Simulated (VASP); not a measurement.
Computed with AM05 GGA, VASP's PBE PAW potentials (set 64) (plane waves; VASP 6.6.1).

A VASP calculation is set up with these files.

**INCAR**
```
# general
SYSTEM  = SnTe
PREC    = Accurate
ENCUT   = 520
LREAL   = F
LASPH   = T

# electronic loop
EDIFF   = 1E-7
NELM    = 100
ALGO    = Normal
LMAXMIX = 4

# smearing
ISMEAR  = 0
SIGMA   = 0.05

# functional
GGA     = AM

# ions
ISIF    = 2

# output
LWAVE   = F
LCHARG  = F
```

### POSCAR
```
SnTe
1
    0.0000000000     3.1492200057     3.1492200057
    3.1492200057     0.0000000000     3.1492200057
    3.1492200057     3.1492200057     0.0000000000
Sn Te
1 1
Direct
  0.0000000000   0.0000000000   0.0000000000
  0.5000000000   0.5000000000   0.5000000000
```

File KPOINTS:
```
Automatic mesh
0
gamma
 7 7 7
0 0 0
```

POTCAR, in this order: Sn_d Te (PBE.64 set). Program: vasp_std.

Question: Predict the energy per atom (σ→0).

Answer: 
- energy per atom (σ→0) = -3878 meV/atom

OSZICAR:
```
...
DAV:   9    -0.775628845562E+01   -0.14316E-03   -0.55005E-04   668   0.249E-01    0.365E-02
DAV:  10    -0.775629693878E+01   -0.84832E-05   -0.75758E-05   644   0.885E-02    0.146E-02
DAV:  11    -0.775630770999E+01   -0.10771E-04   -0.52165E-05   590   0.630E-02    0.231E-02
DAV:  12    -0.775630681989E+01    0.89010E-06   -0.43298E-06   710   0.202E-02    0.958E-03
DAV:  13    -0.775630655134E+01    0.26855E-06   -0.98154E-07   584   0.800E-03    0.474E-03
DAV:  14    -0.775630667288E+01   -0.12154E-06   -0.74585E-08   376   0.314E-03    0.275E-03
DAV:  15    -0.775630674899E+01   -0.76113E-07   -0.82291E-09   304   0.876E-04
   1 F= -.77563067E+01 E0= -.77563067E+01  d E =-.481789E-16
```

The compound is SnTe in the rock salt structure, which distorts at low temperature. It was relaxed first.
